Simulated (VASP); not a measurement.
Output of a VASP run:

OSZICAR:
```
       N       E                     dE             d eps       ncg     rms          rms(c)
DAV:   1     0.510267230493E+02    0.51027E+02   -0.60368E+03   496   0.937E+02
DAV:   2    -0.115856967585E+02   -0.62612E+02   -0.56172E+02   568   0.178E+02
DAV:   3    -0.132664644996E+02   -0.16808E+01   -0.16709E+01   616   0.300E+01
DAV:   4    -0.132792635851E+02   -0.12799E-01   -0.12796E-01   572   0.310E+00
DAV:   5    -0.132794697952E+02   -0.20621E-03   -0.20619E-03   600   0.402E-01    0.910E+00
DAV:   6    -0.121020409743E+02    0.11774E+01   -0.65080E+00   548   0.284E+01    0.406E+00
DAV:   7    -0.120313462560E+02    0.70695E-01   -0.29349E-01   508   0.621E+00    0.189E+00
DAV:   8    -0.120034167526E+02    0.27930E-01   -0.25810E-02   568   0.125E+00    0.402E-01
DAV:   9    -0.120023204290E+02    0.10963E-02   -0.37968E-03   560   0.735E-01    0.183E-01
DAV:  10    -0.120024631292E+02   -0.14270E-03   -0.24175E-04   524   0.124E-01    0.344E-02
DAV:  11    -0.120024580151E+02    0.51141E-05   -0.60979E-06   600   0.215E-02    0.132E-02
DAV:  12    -0.120024594793E+02   -0.14642E-05   -0.39968E-06   520   0.139E-02    0.349E-03
DAV:  13    -0.120024595890E+02   -0.10974E-06   -0.13428E-07   316   0.382E-03
   1 F= -.12002460E+02 E0= -.12002392E+02  d E =-.201983E-03
```

**OUTCAR**
```
------------------------ aborting loop because EDIFF is reached ----------------------------------------
  FORCE on cell =-STRESS in cart. coord.  units (eV):
  Direction    XX          YY          ZZ          XY          YZ          ZX
  --------------------------------------------------------------------------------------
  Total        1.0611484      1.0611484      1.0611484      0.0000000      0.0000000      0.0000000
  in kB       31.4842204     31.4842204     31.4842204      0.0000000      0.0000000      0.0000000
  external PRESSURE =      31.4842204 kB  Pullay stress =       0.0000000 kB
  volume of cell :       54.00
      direct lattice vectors                 reciprocal lattice vectors
     0.000000000  3.000000000  3.000000000    -0.166666667  0.166666667  0.166666667
     3.000000000  0.000000000  3.000000000     0.166666667 -0.166666667  0.166666667
     3.000000000  3.000000000  0.000000000     0.166666667  0.166666667 -0.166666667
 POSITION                                       TOTAL-FORCE (eV/Angst)
 -----------------------------------------------------------------------------------
      1.50000      1.50000      1.50000         0.000000      0.000000     -0.000000
      4.50000      4.50000      4.50000         0.000000     -0.000000      0.000000
      0.00000      0.00000      0.00000        -0.000000      0.000000     -0.000000
 -----------------------------------------------------------------------------------
    total drift:                               -0.000000     -0.000000      0.000000
  FREE ENERGIE OF THE ION-ELECTRON SYSTEM (eV)
  ---------------------------------------------------
  free  energy   TOTEN  =       -12.0024595890 eV

  energy  without entropy=      -12.0022576061  energy(sigma->0) =      -12.00239226
```
(Selected blocks of OUTCAR.)

File POSCAR:
```
AuAl2
1
    0.0000000000     3.0000000000     3.0000000000
    3.0000000000     0.0000000000     3.0000000000
    3.0000000000     3.0000000000     0.0000000000
Al Au
2 1
Direct
  0.2500000000   0.2500000000   0.2500000000
  0.7500000000   0.7500000000   0.7500000000
  0.0000000000   0.0000000000   0.0000000000
```

Question: Reconstruct the remaining input files.

Answer: One answer among several that fit: the input of the run itself, PBE GGA, plane waves, VASP's PBE PAW potentials (set 64).

**INCAR**
```
SYSTEM = AuAl2
PREC = Accurate
ENCUT = 400
EDIFF = 1E-6
NELM = 100
ALGO = Normal
LREAL = .FALSE.
LASPH = .TRUE.
ISMEAR = 1
SIGMA = 0.1
GGA = PE
LMAXMIX = 6
LWAVE = .FALSE.
LCHARG = .FALSE.
ISIF = 2
```

**KPOINTS**
```
Regular mesh
0
gamma
7 7 7
0 0 0
```

POTCAR, in this order: Al Au (PBE.64 set). Program: vasp_std.

The compound is AuAl2 in the fluorite structure. The cell was not relaxed at this level. The electron count is odd and the run is not spin-polarised, which forces a metal.
